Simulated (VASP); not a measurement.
## LaAl (relaxed from the rock salt structure, space group Fm-3m): computed properties

These are PBE GGA, VASP's PBE PAW potentials (set 64) (plane waves; VASP) values and carry that method's errors.

For LaAl, the space group is Fm-3m (225). The cell comes out as a = 6.404 Å, b = 6.404 Å, c = 6.404 Å, α = 90.00°, β = 90.00°, γ = 90.00° and the volume per atom is 32.83 Å³/atom. The band gap (over mesh and band path) is none (metal, semimetal or under 0.01 eV). The density comes out as 4.20 g/cm³.

Space group Fm-3m (No. 225); a = 6.404 Å, b = 6.404 Å, c = 6.404 Å, α = 90.00°, β = 90.00°, γ = 90.00°

| atom | site | symmetry | x | y | z |
|---|---|---|---|---|---|
| La | 4a | m-3m | 0.0000 | 0.0000 | 0.0000 |
| Al | 4b | m-3m | 0.5000 | 0.5000 | 0.5000 |
(The calculation used a cell of 2 atoms; values per cell refer to that cell.)

The structure was generated: LaAl was put into the rock salt type (Fm-3m), which need not be its known phase. It was relaxed first, which changed the volume by -26 %. Symmetry was kept, so distortions that lower it aren't found.
